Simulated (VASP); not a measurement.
All values below come from vdW-DF2, VASP's PBE PAW potentials (set 64) (plane waves; VASP 6.6.1).

VASP ran on this input.

**KPOINTS**
```
Automatic mesh
0
Gamma
15 15 15
0 0 0
```

POSCAR:
```
Al
2.8572480
  0.0000000000   0.7071068194   0.7071068194
  0.7071068194   0.0000000000   0.7071068194
  0.7071068194   0.7071068194   0.0000000000
Al
1
direct
  0.0000000000   0.0000000000   0.0000000000
```

**INCAR**
```
# general
SYSTEM   = Al
PREC     = Accurate
ENCUT    = 520
LREAL    = .FALSE.
LASPH    = .TRUE.

# electronic loop
EDIFF    = 1E-7
NELM     = 100
ALGO     = Normal

# smearing
ISMEAR   = 1
SIGMA    = 0.1

# functional
GGA      = ML
LUSE_VDW = .TRUE.
AGGAC    = 0.0
ZAB_VDW  = -1.8867

# ions
ISIF     = 2

# output
LWAVE    = .FALSE.
LCHARG   = .FALSE.
```

POTCAR, in this order: Al (PBE.64 set). Program: vasp_std.

Output

OSZICAR:
```
       N       E                     dE             d eps       ncg     rms          rms(c)
DAV:   1     0.322824806783E+00    0.32282E+00   -0.80090E+02  1240   0.319E+02
DAV:   2    -0.168081366704E+01   -0.20036E+01   -0.17302E+01  1595   0.289E+01
DAV:   3    -0.169951839896E+01   -0.18705E-01   -0.18115E-01  1600   0.329E+00
DAV:   4    -0.169960523024E+01   -0.86831E-04   -0.86816E-04  1695   0.221E-01
DAV:   5    -0.169960592962E+01   -0.69938E-06   -0.69902E-06  1585   0.145E-02    0.862E-01
DAV:   6    -0.170559080476E+01   -0.59849E-02   -0.36669E-03  1440   0.652E-01    0.558E-01
DAV:   7    -0.170837789883E+01   -0.27871E-02   -0.83334E-03  1460   0.103E+00    0.665E-02
DAV:   8    -0.170838452191E+01   -0.66231E-05   -0.85362E-05  1575   0.958E-02    0.254E-02
DAV:   9    -0.170840226709E+01   -0.17745E-04   -0.37326E-05  1400   0.616E-02    0.556E-03
DAV:  10    -0.170840186013E+01    0.40696E-06   -0.50408E-07  1705   0.850E-03    0.172E-03
DAV:  11    -0.170840201859E+01   -0.15846E-06   -0.27683E-07  1415   0.491E-03    0.478E-04
DAV:  12    -0.170840198426E+01    0.34338E-07   -0.47858E-09   705   0.801E-04
   1 F= -.17084020E+01 E0= -.17081914E+01  d E =-.631635E-03
```

File OUTCAR:
```
------------------------ aborting loop because EDIFF is reached ----------------------------------------
  FORCE on cell =-STRESS in cart. coord.  units (eV):
  Direction    XX          YY          ZZ          XY          YZ          ZX
  --------------------------------------------------------------------------------------
  Total        0.2166131      0.2166131      0.2166131      0.0000000      0.0000000     -0.0000000
  in kB       21.0409988     21.0409988     21.0409988      0.0000000      0.0000000     -0.0000000
  external PRESSURE =      21.0409988 kB  Pullay stress =       0.0000000 kB
  volume of cell :       16.49
      direct lattice vectors                 reciprocal lattice vectors
     0.000000000  2.020379546  2.020379546    -0.247478253  0.247478253  0.247478253
     2.020379546  0.000000000  2.020379546     0.247478253 -0.247478253  0.247478253
     2.020379546  2.020379546  0.000000000     0.247478253  0.247478253 -0.247478253
 POSITION                                       TOTAL-FORCE (eV/Angst)
 -----------------------------------------------------------------------------------
      0.00000      0.00000      0.00000        -0.000000      0.000000     -0.000000
 -----------------------------------------------------------------------------------
    total drift:                                0.000000     -0.000000     -0.000000
  FREE ENERGIE OF THE ION-ELECTRON SYSTEM (eV)
  ---------------------------------------------------
  free  energy   TOTEN  =        -1.7084019843 eV

  energy  without entropy=       -1.7077703492  energy(sigma->0) =       -1.70819144
```
(Selected blocks of OUTCAR.)

The compound is Al in the fcc structure. This cell is one point of a volume scan, at 0.97 of the reference volume.
